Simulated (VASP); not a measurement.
VASP ran on this input.

**KPOINTS**
```
Automatic mesh
0
Gamma
10 10 7
0 0 0
```

**POSCAR**
```
BaSi2
1
    4.0932932225     0.0000000000    -0.0000000000
   -2.0466466113     3.5448962979     0.0000000000
   -0.0000000000    -0.0000000000     5.0501354133
Si Ba
2 1
Direct
  0.3333330000   0.6666670000   0.5000000000
  0.6666670000   0.3333330000   0.5000000000
  0.0000000000   0.0000000000   0.0000000000
```

**INCAR**
```
SYSTEM = BaSi2
PREC = Accurate; ENCUT = 400; LREAL = F
LASPH = T
EDIFF = 1E-7; NELM = 100; ALGO = Normal
LMAXMIX = 4
ISMEAR = -5
GGA = PE; IVDW = 12
ISIF = 2
LWAVE = F; LCHARG = T; LORBIT = 11
NEDOS = 601
```

POTCAR, in this order: Si Ba_sv (PBE.64 set). Program: vasp_std.

**Question.** Write an equivalent input for Quantum ESPRESSO's pw.x.

**Answer.** One equivalent input (not run):
```
&CONTROL
  calculation = 'scf'
  pseudo_dir = './pseudo'
  outdir = './out'
  tprnfor = .true.
  tstress = .true.
/
&SYSTEM
  ibrav = 0
  nat = 3
  ntyp = 2
  ecutwfc = 56.6
  occupations = 'tetrahedra'
  input_dft = 'pbe'
  vdw_corr = 'grimme-d3'
  dftd3_version = 4
  dftd3_threebody = .false.
/
&ELECTRONS
  conv_thr = 7.3e-09
  electron_maxstep = 100
/
ATOMIC_SPECIES
  Si 28.085 Si.upf
  Ba 137.327 Ba.upf
CELL_PARAMETERS angstrom
     4.0932932    0.0000000   -0.0000000
    -2.0466466    3.5448963    0.0000000
    -0.0000000   -0.0000000    5.0501354
ATOMIC_POSITIONS crystal
  Si   0.3333330  0.6666670  0.5000000
  Si   0.6666670  0.3333330  0.5000000
  Ba   0.0000000  0.0000000  0.0000000
K_POINTS automatic
  10 10 7 0 0 0
```
The two are equivalent in intent, not identical: the potentials are each code's own (VASP's PAW set, PseudoDojo norm-conserving files in pw.x), so ENCUT and ecutwfc are chosen apart and not converted; conv_thr bounds pw.x's estimated SCF error, while EDIFF bounds the energy change between steps.

The structure comes from a measured BaSi2 entry (P6/mmm) of the Crystallography Open Database, whose conditions weren't checked. It was relaxed first, which changed the volume by -9 %.
